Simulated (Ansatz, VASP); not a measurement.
# AsN (wurtzite type (invented)) in two plane-wave programs

Aim: how closely do two programs agree when they are given the same cell, functional and k mesh? The cell is generated by rule, not measured, and may not be a known phase. Of the first pair: The cell is taken from a series of runs on this material, whose earlier steps may have relaxed, scaled, displaced or heated it; both programs get it as it stands.

Main program and level: Ansatz 0.2.0; plane waves, with VASP 6.6.1 beside it; relaxation of cell and atoms at PBEsol.

## 1. The structure

The structure is hexagonal, space group P6_3mc (No. 186). The conventional cell has a = 3.814 Å, b = 3.814 Å, c = 4.711 Å, α = 90.00°, β = 90.00°, γ = 120.00°. Nearest to As lie 1 N at 1.88 Å. Nearest to N lie 1 As at 1.88 Å. Farther neighbours and most contacts between anions are not listed.

Structure file:

```
As N
1.0
     3.81431    0.00000    0.00000
    -1.90715    3.30329    0.00000
     0.00000    0.00000    4.71053
As N
2 2
Direct
  0.33333 0.66667 0.98771
  0.66667 0.33333 0.48771
  0.33333 0.66667 0.38729
  0.66667 0.33333 0.88729
```

## 2. Ansatz: relaxation of cell and atoms, PBEsol, pair 1

Ansatz runs on its default PAW (the set named soft_2) files.

The relaxed volume is the usual yardstick between codes: in a stiff, nearly cubic crystal its relative difference is about their pressure difference at one cell divided by the bulk modulus.

The input, input.yaml:

```yaml
crystal:
  lattice:
    - [3.8143093521, 0.0, 0.0]
    - [-1.9071546761, 3.3032887968, 0.0]
    - [0.0, 0.0, 4.7105335199]
  atoms:
    - { symbol: As, position: [0.3333333333, 0.6666666667, -0.0122910795] }
    - { symbol: As, position: [0.6666666667, 0.3333333333, 0.4877089205] }
    - { symbol: "N", position: [0.3333333333, 0.6666666667, 0.3872910795] }
    - { symbol: "N", position: [0.6666666667, 0.3333333333, 0.8872910795] }
kpoints:
  mp_grid: { grid: [12, 12, 8] }
hamiltonian:
  xc: pbesol
scf:
  occupations: { method: gaussian, width: 0.02 }
output:
  forces: true
  stress: true
  eigenvalues: true
  write_density: true
  write_potential: true
  elf: true
  volumetric_format: npy
relax:
  adjacent_minimum: "off"
  f_tol: 0.005
  max_steps: 80
  cell: { stress_tol: 0.05 }
```

Run with:

```console
ansatz run input.yaml --threads 2 --pin off --max-ram 5120MiB --backend cpu --events-out ev --progress --plain --runs-dir out
```

Numbers of over 12 decimals in the logs are rounded to 6 here.

The program printed:

```text
Engine: ansatz 0.2.0, aarch64-unknown-linux-gnu
Pseudopotentials: kind: paw
Pseudopotential: As, paw, valence charge 15, recommended cutoff 420 eV (normal), As.paw.azcp
Pseudopotential: N, paw, valence charge 5, recommended cutoff 420 eV (normal), N.paw.azcp
Functional definition: PBEsol
  exchange = pbesol_x
  correlation = pbesol_c
Crystal: 4 atoms, lattice volume = 59.352 Å³
Basis set: ecut = 420 eV, 1143 PW (Γ), exchange–correlation on 54×54×64 points (8 copies of the dense FFT grid, shifted against one another)
Bands: 24, of which v1, the nominal top of the filled ones, is band 20 counted from 1 (19 counted from 0)
Symmetry: 12 space group operations
Space group: P63mc (ITA 186), of the structure as read, at distance tolerance 3.9e-5 Å
k-points: 95 of 1152 (time reversal used)
Non-local potential: As, projectors of the file, l = 0: 2, l = 1: 2, l = 2: 3, l = 3: 1
Non-local potential: N, projectors of the file, l = 0: 2, l = 1: 2, l = 2: 1
PAW form: soft (Blöchl's): semilocal exchange-correlation on the pseudo side does not see the compensation charge
PAW frozen core: As, regenerated for the run's functional, and the local potential with it (the file was generated under x = pbe(κ = 0.804, μ = 0.219515), c = pbe(β = 0.066725))
PAW frozen core: N, regenerated for the run's functional, and the local potential with it (the file was generated under x = pbe(κ = 0.804, μ = 0.219515), c = pbe(β = 0.066725))
PAW one-centre angular grid: As, 590 points (default); XC on 64 Gauss nodes
PAW one-centre angular grid: N, 110 points (default); XC on 64 Gauss nodes
Initial density: superposition of atomic densities (neutral atoms: chi_scale 0, normalization atom), corrected by the library's trained network
Initial wavefunctions: pseudopotential atomic-orbital guess
Functional: x = pbesol(κ = 0.804, μ = 0.123457), c = pbesol(β = 0.046)
SCF iter   1: F=—  HF=-10379.785897 eV  |F-HF|=—  |Δ(HF+E_count)|=         —  Δρ=8.63e-3  dr2=3.96e-2  ethr=1.77e-3  ⟨swp⟩=5.9  Hψ=9849  notcnv=0
preconditioner: auto → Resta (q_TF=auto, 2.555 Å⁻¹)  ε∞=5.5  [insulator: Δε(μ)=0.365 eV  Ē_g=10.177 eV  σ=0.020 eV  W_gap=1.00  n_scr=20 (ndim 8)  ℏωp=21.6 eV  f_vac=0.041  D(μ)=0.00/eV (n_scr^D=0)  ε∞_Penn≈5.5]
SCF iter   2: F=—  HF=-10379.778889 eV  |F-HF|=—  |Δ(HF+E_count)|=   7.01e-3  Δρ=2.92e-3  dr2=4.04e-3  ethr=9.90e-5  ⟨swp⟩=2.0  Hψ=3890  notcnv=0
SCF iter   3: F=—  HF=-10379.778823 eV  |F-HF|=—  |Δ(HF+E_count)|=   6.56e-5  Δρ=1.60e-3  dr2=1.20e-3  ethr=1.01e-5  ⟨swp⟩=2.1  Hψ=3284  notcnv=0
SCF iter   4: F=—  HF=-10379.779220 eV  |F-HF|=—  |Δ(HF+E_count)|=   3.97e-4  Δρ=4.24e-4  dr2=1.56e-4  ethr=2.99e-6  ⟨swp⟩=2.8  Hψ=3919  notcnv=0
SCF iter   5: F=—  HF=-10379.779223 eV  |F-HF|=—  |Δ(HF+E_count)|=   3.26e-6  Δρ=1.49e-4  dr2=2.08e-5  ethr=3.89e-7  ⟨swp⟩=2.2  Hψ=4030  notcnv=0
SCF iter   6: F=—  HF=-10379.779242 eV  |F-HF|=—  |Δ(HF+E_count)|=   1.86e-5  Δρ=3.48e-5  dr2=7.56e-7  ethr=5.20e-8  ⟨swp⟩=2.0  Hψ=3097  notcnv=0
SCF iter   7: F=-10379.779243 eV  HF=-10379.779243 eV  |F-HF|=4.05e-9  |Δ(HF+E_count)|=   1.04e-6  Δρ=6.32e-6  dr2=2.23e-8  ethr=2.50e-10  ⟨swp⟩=8.8  Hψ=16553  notcnv=0
SCF 1 converged in 7 iterations: F = -10379.779243 eV  dr2 = 2.23e-8
  Residual-converged pass: ⟨swp⟩=1.0  Hψ=2660  notcnv=0  max |occ|·‖R‖ = 7.0e-9 eV (tolerance 1.0e-8 eV)  dr2=2.23e-8  dr2_onsite=2.05e-8  max |Δocc| = 1.1e-64
  greatest PAW one-centre occupation: 1.000 electrons in one spin orbital (limit 2), on the As atom at site 1 (counted from 0), in its partial waves of l = 2
relax step   1: F+E_penalty+E_count = -10379.77924258 eV  Δ(F+E_penalty+E_count) = +0.000e0 eV  max|allowed force component| = 1.514e-3 eV/Å  Δτ_max = 0.0000 Å  P = +0.046 GPa  Ω = 59.352 Å³  (7 SCF iters, dr2 threshold 1.00e-7 eV, accepted)
[...]
relax step   2: F+E_penalty+E_count = -10379.77925317 eV  Δ(F+E_penalty+E_count) = -1.059e-5 eV  max|allowed force component| = 6.398e-3 eV/Å  Δτ_max = 0.0008 Å  P = +0.000 GPa  Ω = 59.361 Å³  energy of the carried Pulay correction = -1.836e-5 eV  (4 SCF iters, dr2 threshold 3.08e-8 eV, accepted)
[...]
relax step   3: F+E_penalty+E_count = -10379.77923786 eV  Δ(F+E_penalty+E_count) = +1.531e-5 eV  max|allowed force component| = 4.452e-3 eV/Å  Δτ_max = 0.0002 Å  P = -0.006 GPa  Ω = 59.371 Å³  energy of the carried Pulay correction = -3.712e-5 eV  (4 SCF iters, dr2 threshold 2.56e-9 eV, accepted)
[...]
relax step   4: F+E_penalty+E_count = -10379.77927426 eV  Δ(F+E_penalty+E_count) = -3.640e-5 eV  max|allowed force component| = 4.476e-3 eV/Å  Δτ_max = 0.0000 Å  P = -0.005 GPa  Ω = 59.371 Å³  stress off target by 3.66e-2 GPa  SCF on the basis re-selected at this cell (its energy is not comparable with the rows above)  (4 SCF iters)
basis re-selected at this cell: Δ(F+E_penalty+E_count) = -3.640e-5 eV, ΔP = +0.001 GPa vs the last step (what re-selecting the basis moved, of the pressure what is left beyond the Pulay correction that the steps carried, after the strain that the cell walked since its last selection, with what the two solves' SCF thresholds leave and, on support functions, any second-order correction that the steps lacked; it is no m [...]
SCF converged after 4 iterations
Free energy (F): -10379.779274 eV
Harris-Foulkes:  -10379.779274 eV  (|F-HF|=3.64e-12)
Internal energy: -10379.779274 eV  (E = F + TS)
E sigma→0 (E₀):  -10379.779274 eV
Fermi energy:    10.232772 eV
--- Per-component energies (eV) ---
  E_band       = -488.584911
  E_kinetic    = 455.969816
  E_local      = -3837.748625  (includes V_loc(G=0)·N_el)
  E_nonlocal   = -1243.173406
  E_hartree    = 2007.301136
  E_xc         = -274.633885
  E_vxc        = -307.811783  (∫ρ·V_xc dr)
  E_paw        = -3826.751877  (= ΣΔE_a)
  E_vpaw       = 429.576480  (= ΣTr[D̂ρ^β])
  E_aug_tail   = 0.000181  (compensation charges beyond the density's cutoff)
  E_ewald      = -3662.731670
  E_core_change = 1.989055  (= ΣΔE_core)
  E_smearing   = -0.000000  (= −TS)
  E_closure    = 0.000000  (closes the sum)
  Σ components = -10379.779274   (vs F -10379.779274, Δ=0.00e0)
--- Forces (eV/Å), atoms counted from 1 ---
  atom   1  As    -0.00000000     0.00000000     0.00447550
  atom   2  As     0.00000000    -0.00000000     0.00447550
  atom   3  N      0.00000000     0.00000000    -0.00447595
  atom   4  N     -0.00000000    -0.00000000    -0.00447595
  max |Σ_I F_I| component: 8.92e-7 eV/Å
--- Stress (GPa, compression-positive) ---
        0.010084      -0.000000      -0.000000
       -0.000000       0.010084       0.000000
       -0.000000       0.000000      -0.036566
  P = ⅓ Tr σ = -0.0055 GPa (-0.055 kbar)
--- Band table (eV; the first three rows and the last of 95) ---
  k-point 0: bands = [... 16 lower, 4.6731, 6.1337, 7.1109, 7.1109, 10.6147, 10.6147, 13.5035, 13.5035]
  k-point 1: bands = [... 16 lower, 4.9175, 6.6552, 6.9896, 6.9896, 10.6761, 10.6761, 13.3209, 13.3209]
  k-point 2: bands = [... 16 lower, 5.6123, 6.6598, 6.6598, 7.5137, 10.8733, 10.8733, 12.8570, 12.8570]
  k-point 94: bands = [... 16 lower, 6.4147, 6.4147, 9.6170, 9.6170, 11.6986, 11.6986, 13.4458, 13.4458]
--- Relaxed structure (3 steps of the walk, 3 accepted, 1 SCFs on fresh bases) ---
  F+E_penalty+E_count = -10379.77927426 eV   max|allowed force component| = 4.476e-3 eV/Å   (the final SCF, on the basis selected at the relaxed cell)
  cell:  # Å, volume = 59.3705 Å³
    - [3.816150, 2.8881505150507084e-11, 0]
    - [-1.908075, 3.304883, 0]
    - [0, 0, 4.707492]
  atoms:
    - { symbol: As, position: [0.333333, 0.666667, -0.012405] }
    - { symbol: As, position: [0.666667, 0.333333, 0.487595] }
    - { symbol: N, position: [0.333333, 0.666667, 0.387405] }
    - { symbol: N, position: [0.666667, 0.333333, 0.887405] }
```

Reading the cycles: dr2 is the Hartree energy of the density residual (eV), the measure of convergence; HF is the Harris–Foulkes estimate of the energy, which meets the free energy F at convergence.

## 3. VASP: relaxation of cell and atoms, PBEsol, pair 1

The same cell, functional, mesh and smearing now go to VASP, with its own data sets.

Lines of VASP's logs that name or quote its potential files are left out, and so is its time.

The input, INCAR:

```
SYSTEM = AsN
PREC = Accurate
ENCUT = 600
EDIFF = 1E-07
NELM = 120
ISMEAR = 0
SIGMA = 0.02
LREAL = .FALSE.
ALGO = Normal
GGA = PS
NBANDS = 16
LORBIT = 11
LWAVE = .FALSE.
LCHARG = .FALSE.
ISIF = 3
IBRION = 2
NSW = 80
EDIFFG = -0.005
LASPH = .TRUE.
GGA_COMPAT = .FALSE.
NELMIN = 4
EFERMI = MIDGAP
KPAR = 2
```

The input, POSCAR:

```
AsN
1.0
    3.8143090000      0.0000000000      0.0000000000
   -1.9071550000      3.3032890000      0.0000000000
    0.0000000000      0.0000000000      4.7105340000
As N
2 2
Direct
    0.3333334712      0.6666667676      0.9877088245
    0.6666667910      0.3333332324      0.4877088245
    0.3333334712      0.6666667676      0.3872911224
    0.6666667910      0.3333332324      0.8872909101
```

The input, KPOINTS:

```
Automatic mesh
0
Gamma
12 12 8
0 0 0
```

Potentials, in the order of the species: As and N (PBE family, release 64).

Run with:

```console
mpirun -np 2 vasp_std
```

The program printed:

```text
[banner, memory and clock lines left out]
running    2 mpi-ranks, on    1 nodes
 distrk:  each k-point on    1 cores,    2 groups
 distr:  one band on    1 cores,    1 groups

 POSCAR found type information on POSCAR AsN
 POSCAR found :  2 types and       4 ions
|                                                                             |
|               ----> ADVICE to this user running VASP <----                  |
|                                                                             |
|     You enforced a specific xc type in the INCAR file but a different       |
|     [... a line on the potential file left out ...]
|     I HOPE YOU KNOW WHAT YOU ARE DOING!                                     |
|                                                                             |

 LDA part: xc-table for (Slater+PW92), standard interpolation
 POSCAR, INCAR and KPOINTS ok, starting setup
 FFT: planning ... GRIDC
 FFT: planning ... GRID_SOFT
 FFT: planning ... GRID
 WAVECAR not read
 entering main loop
       N       E                     dE             d eps       ncg     rms          rms(c)
DAV:   1     0.897601340366E+02    0.89760E+02   -0.10173E+04  3040   0.124E+03
DAV:   2    -0.203768353251E+02   -0.11014E+03   -0.10583E+03  4256   0.228E+02
DAV:   3    -0.269212688889E+02   -0.65444E+01   -0.65161E+01  3800   0.622E+01
DAV:   4    -0.269711908244E+02   -0.49922E-01   -0.49913E-01  3488   0.585E+00
DAV:   5    -0.269715980173E+02   -0.40719E-03   -0.40719E-03  3616   0.486E-01    0.114E+01
DAV:   6    -0.244405556595E+02    0.25310E+01   -0.15688E+01  3776   0.265E+01    0.528E+00
DAV:   7    -0.242538554023E+02    0.18670E+00   -0.16703E+00  3312   0.965E+00    0.337E+00
DAV:   8    -0.242464618042E+02    0.73936E-02   -0.40754E-01  3504   0.448E+00    0.115E+00
DAV:   9    -0.242208075244E+02    0.25654E-01   -0.93828E-02  3440   0.213E+00    0.201E-01
DAV:  10    -0.242216947088E+02   -0.88718E-03   -0.75154E-03  3192   0.640E-01    0.413E-02
DAV:  11    -0.242217029977E+02   -0.82889E-05   -0.14228E-04  3992   0.878E-02    0.238E-02
DAV:  12    -0.242217029125E+02    0.85163E-07   -0.91791E-06  3320   0.251E-02    0.683E-03
DAV:  13    -0.242217026026E+02    0.30998E-06   -0.28311E-06  4072   0.110E-02    0.225E-03
DAV:  14    -0.242217026368E+02   -0.34275E-07   -0.19935E-07  2416   0.363E-03
   1 F= -.24221703E+02 E0= -.24221703E+02  d E =-.242217E+02
[...]
2 F= -.24222122E+02 E0= -.24222122E+02  d E =-.419123E-03
[...]
3 F= -.24223054E+02 E0= -.24223054E+02  d E =-.135132E-02
[...]
4 F= -.24223349E+02 E0= -.24223349E+02  d E =-.295137E-03
[...]
5 F= -.24223380E+02 E0= -.24223380E+02  d E =-.326445E-03
[...]
6 F= -.24223381E+02 E0= -.24223381E+02  d E =-.326768E-03
[...]
7 F= -.24223408E+02 E0= -.24223408E+02  d E =-.269915E-04
 trial-energy change:   -0.000027  1 .order   -0.000028   -0.000040   -0.000016
 step:   1.6547(harm=  1.6547)  dis= 0.00087  next Energy=   -24.223414 (dE=-0.334E-04)
 bond charge predicted
       N       E                     dE             d eps       ncg     rms          rms(c)
DAV:   1    -0.242234188478E+02   -0.11134E-04   -0.14167E-03  3040   0.283E-01    0.154E-02
DAV:   2    -0.242234150675E+02    0.37803E-05   -0.25264E-05  3936   0.366E-02    0.877E-03
DAV:   3    -0.242234124731E+02    0.25944E-05   -0.25650E-06  3816   0.117E-02    0.167E-03
DAV:   4    -0.242234123445E+02    0.12854E-06   -0.41239E-07  3352   0.464E-03    0.567E-04
DAV:   5    -0.242234123437E+02    0.81980E-09   -0.16345E-08  1560   0.970E-04
   8 F= -.24223412E+02 E0= -.24223412E+02  d E =-.316210E-04
 curvature:  -0.93 expect dE=-0.594E-05 dE for cont linesearch -0.570E-08
 trial: gam= 0.16509 g(F)=  0.189E-05 g(S)=  0.447E-05 ort =-0.527E-06 (trialstep = 0.112E+01)
 search vector abs. value=  0.743E-05
 reached required accuracy - stopping structural energy minimisation
```

OUTCAR, selected parts (step 3):

```text
ion  position               nearest neighbor table
   1  0.333  0.667  0.988-   3 1.88   4 2.25   4 2.25   4 2.25
   2  0.667  0.333  0.488-   4 1.88   3 2.25   3 2.25   3 2.25
   3  0.333  0.667  0.387-   1 1.88   2 2.25   2 2.25   2 2.25
   4  0.667  0.333  0.887-   2 1.88   1 2.25   1 2.25   1 2.25

  LATTYP: Found a hexagonal cell.
 ALAT       =     3.8143090000
 C/A-ratio  =     1.2349639214

 Subroutine GETGRP returns: Found 12 space group operations
 (whereof  6 operations were pure point group operations)

The static configuration has the point symmetry C_3v.
 The point group associated with its full space group is C_6v.

 Found     95 irreducible k-points:

   k-points           NKPTS =     95   k-points in BZ     NKDIM =     95   number of bands    NBANDS=     16

   dimension x,y,z NGX =    30 NGY =   30 NGZ =   40
   dimension x,y,z NGXF=    60 NGYF=   60 NGZF=   80

   ENCUT  =  600.0 eV  44.10 Ry    6.64 a.u.   7.62  7.62  9.41*2*pi/ulx,y,z

   NELECT =      20.0000    total number of electrons

 k-points in reciprocal lattice and weights: Automatic mesh
   0.00000000  0.00000000  0.00000000       0.001
   0.08333333  0.00000000  0.00000000       0.005
   0.16666667  0.00000000  0.00000000       0.005
   0.25000000  0.00000000  0.00000000       0.005
   0.33333333  0.00000000  0.00000000       0.005
   0.41666667  0.00000000  0.00000000       0.005
   0.50000000  0.00000000  0.00000000       0.003
   0.08333333  0.08333333  0.00000000       0.005
   0.16666667  0.08333333  0.00000000       0.010
[...]
0.33333333  0.25000000  0.50000000       0.010
   0.33333333  0.33333333  0.50000000       0.002

 average (electrostatic) potential at core
       1 -50.2793       2 -50.2793       3 -64.0926       4 -64.0925

 E-fermi :   5.7003

 k-point     1 :       0.0000    0.0000    0.0000
  band No.  band energies     occupation
    ...
      6       0.1202      2.00000
      7       0.1202      2.00000
      8       1.6418      2.00000
      9       2.5416      2.00000
     10       2.5416      2.00000
     11       6.0810      0.00000
     12       6.0810      0.00000
     13       8.9339      0.00000
     14       8.9339      0.00000
     15      11.4457      0.00000
    ...

 k-point     2 :       0.0833    0.0000    0.0000
  band No.  band energies     occupation
    ...
      6       0.0173      2.00000
      7       1.0112      2.00000
      8       1.5267      2.00000
      9       2.5232      2.00000
     10       2.8379      2.00000
     11       6.0041      0.00000
     12       6.2098      0.00000
     13       8.8695      0.00000
     14       9.0763      0.00000
     15      11.3980      0.00000
    ...

 k-point     3 :       0.1667    0.0000    0.0000
  band No.  band energies     occupation
    ...
      6      -0.2342      2.00000
      7       1.1819      2.00000
      8       1.8468      2.00000
      9       2.4495      2.00000
     10       3.4563      2.00000
     11       5.9336      0.00000
     12       6.5702      0.00000
     13       8.7188      0.00000
     14       9.4540      0.00000
     15      11.1204      0.00000
    ...

  Total       -0.0036991     -0.0036991     -0.0185168      0.0000000     -0.0000000      0.0000000
  in kB       -0.0999185     -0.0999185     -0.5001668      0.0000000     -0.0000000      0.0000000
  external PRESSURE =      -0.2333346 kB  Pullay stress =       0.0000000 kB

  energy-cutoff  :      600.00
  volume of cell :       59.31
      direct lattice vectors                 reciprocal lattice vectors
     3.810957606  0.000000001 -0.000000000     0.262401240  0.151497443 -0.000000000
    -1.905479302  3.300386606  0.000000000    -0.000000000  0.302994806 -0.000000000
     0.000000000  0.000000000  4.715886678     0.000000000 -0.000000000  0.212049201

 POSITION                                       TOTAL-FORCE (eV/Angst)
 -----------------------------------------------------------------------------------
      0.00000      2.20026      4.65143         0.000000     -0.000000      0.003134
      1.90548      1.10013      2.29348        -0.000000      0.000000      0.003134
      0.00000      2.20026      1.83292        -0.000000     -0.000000     -0.003134
      1.90548      1.10013      4.19086         0.000000     -0.000000     -0.003134
 -----------------------------------------------------------------------------------
    total drift:                               -0.000684      0.000240     -0.000371

  FREE ENERGIE OF THE ION-ELECTRON SYSTEM (eV)
  ---------------------------------------------------
  free  energy   TOTEN  =       -24.2234123437 eV

  energy  without entropy=      -24.2234123437  energy(sigma->0) =      -24.22341234

 reached required accuracy - stopping structural energy minimisation

 total charge
# of ion       s       p       d       tot
------------------------------------------
    1        1.385   1.137   0.099   2.621
    2        1.385   1.137   0.099   2.621
    3        1.316   2.252   0.000   3.569
    4        1.316   2.252   0.000   3.569
--------------------------------------------------
tot          5.402   6.779   0.198  12.379

[... 3 further parts left out ...]
```

CONTCAR:

```
AsN
   1.00000000000000
     3.8109576064979516    0.0000000005096336   -0.0000000000000000
    -1.9054793023683012    3.3003866064908403    0.0000000000000000
     0.0000000000000000    0.0000000000000000    4.7158866784542388
  As              N
     2     2
Direct
     0.3333334711999996    0.6666667675999989    0.9863314399575277
     0.6666667909999973    0.3333332324000011    0.4863314399575276
     0.3333334711999996    0.6666667675999989    0.3886685069424697
     0.6666667909999973    0.3333332324000011    0.8886682946424681
```

## 4. Comparison

Known differences besides the potentials themselves: the data sets hold 40 valence electrons in Ansatz (on its default PAW (the set named soft_2) files) and 20 in VASP; the cutoff is 420 eV in Ansatz and 600 eV in VASP; Ansatz makes its cores anew for this functional, VASP keeps those of its PBE data sets; Ansatz adds a Pulay correction to the stress that steers its cell, VASP none. Total energies have different zeros and are not compared.

Compared:

| quantity | Ansatz | VASP | difference |
| --- | --- | --- | --- |
| volume (Å³) | 59.37 | 59.31 | +0.09 % |
| edge a after relaxation, in the typed setting (Å) | 3.816 | 3.811 | +0.13 % |
| edge c after relaxation, in the typed setting (Å) | 4.707 | 4.716 | -0.18 % |

(Part 1 of 2 ends here.)

[Lines on the potential files, build, host, timing and source positions are cut from VASP's logs without a mark.]

[Logs are printed without paths, hosts, clocks, repeated set-up lines and the standing remarks that a program may print on its own settings, such as how far it seeks lower states.]

[Hosts, paths, dates, database ids (printed as entryN), source tags and the programs' standing remarks are cut or masked in the printed files.]
